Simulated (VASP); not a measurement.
Set up this calculation in VASP 6.6.1, as the native input.

```
Task                   : single point
Functional             : PBEsol
Potentials or basis    : VASP PAW PBE potentials, release 64 (Co, Si)
Cutoff                 : 520 eV
k mesh                 : 14 × 14 × 14
Occupations            : gaussian, width 0.1 eV
Spin                   : no spin polarisation
Dipole correction      : no
Further INCAR settings : ALGO = Fast; EDIFF = 1e-06; NBANDS = 16
```

The structure of CoSi2 (pbesol) lies in POSCAR:

```
CoSi2
1.0
    0.0000000000      2.6562384266      2.6562384266
    2.6562384266      0.0000000000      2.6562384266
    2.6562384266      2.6562384266      0.0000000000
Co Si
1 2
Direct
    0.0000000000      0.0000000000      0.0000000000
    0.2500000000      0.2500000000      0.2500000000
    0.7500000000      0.7500000000      0.7500000000
```

One way to write it, as run:

INCAR

```
PREC = Accurate
ENCUT = 520
EDIFF = 1E-6
ISMEAR = 0
SIGMA = 0.1
LREAL = False
LASPH = True
NELM = 100
ALGO = Fast
ISIF = 2
LWAVE = False
LCHARG = False
GGA = PS
NBANDS = 16
```

KPOINTS

```
regular mesh
0
Gamma
  14 14 14
```

Potentials or basis: VASP PAW PBE potentials, release 64 (Co, Si).

The run is started by

```bash
$ cat potpaw_PBE.64/Co/POTCAR potpaw_PBE.64/Si/POTCAR > POTCAR
$ mpirun -np 1 vasp_std > vasp.out
```

Results of the run:

| Item | Value |
| --- | --- |
| Pressure | 0.3 GPa |
| Band gap on the k mesh | none (metal or under the smearing width) |

Caveat: the PAW data sets were made with another functional, which shifts forces and pressure a little.

Run time: 29 s on 1 thread of Intel(R) Xeon(R) 6975P-C (Granite Rapids), with other jobs on the host, peak memory 0.19 GiB.
